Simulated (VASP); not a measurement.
Method: r2SCAN meta-GGA, VASP's PBE PAW potentials (set 64) (plane waves; VASP 6.6.1).

VASP ran on this input.

KPOINTS:
```
Automatic mesh
0
Gamma
6 6 6
0 0 0
```

**INCAR**
```
! general
SYSTEM  = KMgF3
PREC    = Accurate
ENCUT   = 520
LREAL   = F
LASPH   = T

! electronic loop
EDIFF   = 1E-7
NELM    = 100
ALGO    = Normal
LMIXTAU = T

! smearing
ISMEAR  = 0
SIGMA   = 0.05

! functional
METAGGA = R2SCAN

! ions
ISIF    = 2

! output
LWAVE   = F
LCHARG  = F
```

**POSCAR**
```
KMgF3
1
    3.8919126896     0.0000000000     0.0000000000
    0.0000000000     3.8919126896     0.0000000000
    0.0000000000     0.0000000000     3.8919126896
K Mg F
1 1 3
Direct
  0.0000000000   0.0000000000   0.0000000000
  0.5000000000   0.5000000000   0.5000000000
  0.5000000000   0.0000000000   0.5000000000
  0.0000000000   0.5000000000   0.5000000000
  0.5000000000   0.5000000000   0.0000000000
```

POTCAR, in this order: K_sv Mg F (PBE.64 set). Program: vasp_std.

**Question.** What will the output report for the number of irreducible k-points (NKPTS), largest plane-wave count, number of space-group operations, FFT grid (NGX, NGY, NGZ)?

**Answer.** 
| Property | Value |
|---|---|
| number of irreducible k-points (NKPTS) | 20 |
| largest plane-wave count | 1622 |
| number of space-group operations | 48 |
| FFT grid (NGX, NGY, NGZ) | 30 × 30 × 30 |

The compound is KMgF3 in the cubic perovskite structure. This cell is one point of a volume scan, at 0.94 of the reference volume.
